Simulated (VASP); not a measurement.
An input for Quantum ESPRESSO's pw.x (written as the equivalent of a VASP run, and not itself run):

```
&CONTROL
  calculation = 'scf'
  pseudo_dir = './pseudo'
  outdir = './out'
  tprnfor = .true.
  tstress = .true.
/
&SYSTEM
  ibrav = 0
  nat = 4
  ntyp = 3
  ecutwfc = 98
  occupations = 'smearing'
  smearing = 'fermi-dirac'
  degauss = 0.00147
  input_dft = 'pbesol'
  nspin = 2
  starting_magnetization(1) = 0.2
  starting_magnetization(2) = -0.2
/
&ELECTRONS
  conv_thr = 7.3e-08
  electron_maxstep = 100
/
ATOMIC_SPECIES
  Ni1 58.693 Ni.upf
  Ni2 58.693 Ni.upf
  O 15.999 O.upf
CELL_PARAMETERS angstrom
     4.2694520    2.1347260    2.1347260
     2.1347260    4.2694520    2.1347260
     2.1347260    2.1347260    4.2694520
ATOMIC_POSITIONS crystal
  Ni1  0.0000000  0.0000000  0.0000000
  Ni2  0.5000000  0.5000000  0.5000000
  O    0.2500000  0.2500000  0.2500000
  O    0.7500000  0.7500000  0.7500000
K_POINTS automatic
  9 9 9 0 0 0
```

**Question.** Write the VASP files for the same calculation (PBEsol).

**Answer.** This is not unique; one that fits is 
**KPOINTS**
```
Automatic mesh
0
Gamma
9 9 9
0 0 0
```

**INCAR**
```
SYSTEM = NiO
PREC = Accurate
ENCUT = 400
EDIFF = 1E-6
NELM = 100
ALGO = Normal
LREAL = .FALSE.
LASPH = .TRUE.
ISMEAR = -1
SIGMA = 0.02
GGA = PS
LMAXMIX = 4
LWAVE = .FALSE.
LCHARG = .FALSE.
ISIF = 2
ISPIN = 2
MAGMOM = 2.0 -2.0 0.0 0.0
LORBIT = 11
```

**POSCAR**
```
NiO
1
    4.2694520000     2.1347260000     2.1347260000
    2.1347260000     4.2694520000     2.1347260000
    2.1347260000     2.1347260000     4.2694520000
Ni O
2 2
Direct
  0.0000000000   0.0000000000   0.0000000000
  0.5000000000   0.5000000000   0.5000000000
  0.2500000000   0.2500000000   0.2500000000
  0.7500000000   0.7500000000   0.7500000000
```

POTCAR, in this order: Ni O (PBE.64 set). Program: vasp_std.

The two are equivalent in intent, not identical: the potentials are each code's own (VASP's PAW set, PseudoDojo norm-conserving files in pw.x), so ENCUT and ecutwfc are chosen apart and not converted; conv_thr bounds pw.x's estimated SCF error, while EDIFF bounds the energy change between steps; starting_magnetization is a fraction of the valence charge and MAGMOM a moment in μB, so they match only roughly.

The structure is a typed NiO crystal. The cell was not relaxed at this level. The run is one of a series of settings (GGA = PS against the base run), some of them coarse on purpose.
